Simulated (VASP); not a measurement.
Consider the following.

```
CELL_PARAMETERS angstrom
      1.23071    -2.13166     0.00000
      1.23071     2.13166     0.00000
      0.00000     0.00000     8.32171
ATOMIC_POSITIONS crystal
  C  0.00000 0.00000 0.25000
  C  0.00000 0.00000 0.75000
  C  0.33333 0.66667 0.25000
  C  0.66667 0.33333 0.75000
```

Level of theory: AM05 GGA, VASP's PBE PAW potentials (set 64) (plane waves; VASP). Run with 520 eV cut-off, 11×11×3 Γ-centred mesh, tetrahedra with Blöchl corrections, potentials C.

The cores are frozen, which limits the accuracy of field gradients. Without a dispersion term in the relaxation, distances and binding between the weakly bound layers, chains or molecules are unreliable, and so is what depends on them.

Question: Give the principal components of the electric field gradient (V/Å²) and the asymmetry η at each nucleus.

Answer: 
```
atom    Vxx    Vyy   Vzz     η
----  -----  -----  ----  ----
C1    -15.4  -15.4  30.9  0.00
C2    -15.4  -15.4  30.9  0.00
C3    -15.4  -15.4  30.8  0.00
C4    -15.4  -15.4  30.8  0.00
```

The compound is C in the graphite structure. It was relaxed first, which changed the volume by +24 %.
